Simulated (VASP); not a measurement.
A convergence study with VASP on BaTiO3 (cubic perovskite): one setting is varied, all else stays as given below, so the limit is that of these other settings. Each run relaxes cell and ions from the cell shown. The basis is that of the starting cell, so low cut-offs carry a Pulay error.

```xyz
5
Lattice="4.0000 0.0000 0.0000 0.0000 4.0000 0.0000 0.0000 0.0000 4.0000" Properties=species:S:1:pos:R:3 pbc="T T T"
Ba     0.0000     0.0000     0.0000
Ti     2.0000     2.0000     2.0000
O      2.0000     0.0000     2.0000
O      0.0000     2.0000     2.0000
O      2.0000     2.0000     0.0000
```

The numbers are results of LDA (Ceperley-Alder, Perdew-Zunger), VASP's LDA PAW potentials (set 64) (plane waves; VASP 6.6.1), not measurements. The tightest run used: 800 eV cut-off, 4×4×4 Γ-centred mesh, Gaussian smearing of 0.050 eV, potentials Ba_sv Ti_sv O.

Unless said otherwise, spin-orbit coupling is left out, though it shifts the bands of the heavy elements here. Gaps are read on the run's mesh, which can miss a band edge.

**Question.** The settings run are ENCUT = 250; ENCUT = 300; ENCUT = 350; ENCUT = 400; ENCUT = 450; ENCUT = 500; ENCUT = 550; ENCUT = 600; ENCUT = 650; ENCUT = 700; ENCUT = 750; ENCUT = 800. From which on does the relaxed volume stay within 0.1 Å³/atom of the tightest run?

**Answer.** From ENCUT = 450 on: it is off by 0.050 there and by no more than 0.1 in any finer run, while ENCUT = 400 is off by 0.211.
```json
[
 {"setting": "ENCUT = 250", "relaxed volume (Å³/atom)": "10.357", "E (eV/atom)": "-9.7477", "gap on the mesh (eV)": "1.845", "plane waves": "592", "difference judged (Å³/atom)": "1.990"},
 {"setting": "ENCUT = 300", "relaxed volume (Å³/atom)": "11.183", "E (eV/atom)": "-9.1364", "gap on the mesh (eV)": "1.836", "plane waves": "770", "difference judged (Å³/atom)": "1.163"},
 {"setting": "ENCUT = 350", "relaxed volume (Å³/atom)": "11.787", "E (eV/atom)": "-8.9171", "gap on the mesh (eV)": "1.802", "plane waves": "968", "difference judged (Å³/atom)": "0.560"},
 {"setting": "ENCUT = 400", "relaxed volume (Å³/atom)": "12.136", "E (eV/atom)": "-8.8527", "gap on the mesh (eV)": "1.737", "plane waves": "1189", "difference judged (Å³/atom)": "0.211"},
 {"setting": "ENCUT = 450", "relaxed volume (Å³/atom)": "12.296", "E (eV/atom)": "-8.8330", "gap on the mesh (eV)": "1.716", "plane waves": "1406", "difference judged (Å³/atom)": "0.050"},
 {"setting": "ENCUT = 500", "relaxed volume (Å³/atom)": "12.344", "E (eV/atom)": "-8.8284", "gap on the mesh (eV)": "1.708", "plane waves": "1647", "difference judged (Å³/atom)": "0.002"},
 {"setting": "ENCUT = 550", "relaxed volume (Å³/atom)": "12.340", "E (eV/atom)": "-8.8286", "gap on the mesh (eV)": "1.709", "plane waves": "1924", "difference judged (Å³/atom)": "0.007"},
 {"setting": "ENCUT = 600", "relaxed volume (Å³/atom)": "12.331", "E (eV/atom)": "-8.8300", "gap on the mesh (eV)": "1.711", "plane waves": "2176", "difference judged (Å³/atom)": "0.016"},
 {"setting": "ENCUT = 650", "relaxed volume (Å³/atom)": "12.325", "E (eV/atom)": "-8.8313", "gap on the mesh (eV)": "1.712", "plane waves": "2469", "difference judged (Å³/atom)": "0.022"},
 {"setting": "ENCUT = 700", "relaxed volume (Å³/atom)": "12.329", "E (eV/atom)": "-8.8321", "gap on the mesh (eV)": "1.712", "plane waves": "2730", "difference judged (Å³/atom)": "0.017"},
 {"setting": "ENCUT = 750", "relaxed volume (Å³/atom)": "12.340", "E (eV/atom)": "-8.8323", "gap on the mesh (eV)": "1.711", "plane waves": "3016", "difference judged (Å³/atom)": "0.006"},
 {"setting": "ENCUT = 800", "relaxed volume (Å³/atom)": "12.347", "E (eV/atom)": "-8.8323", "gap on the mesh (eV)": "1.710", "plane waves": "3328", "difference judged (Å³/atom)": "0.000"}
]
```

Left out are rungs that failed or repeat a setting and relaxations that didn't move; long series are thinned to 24 rows.

The compound is BaTiO3 in the cubic perovskite structure, the ideal cubic form; the compound distorts at low or room temperature.
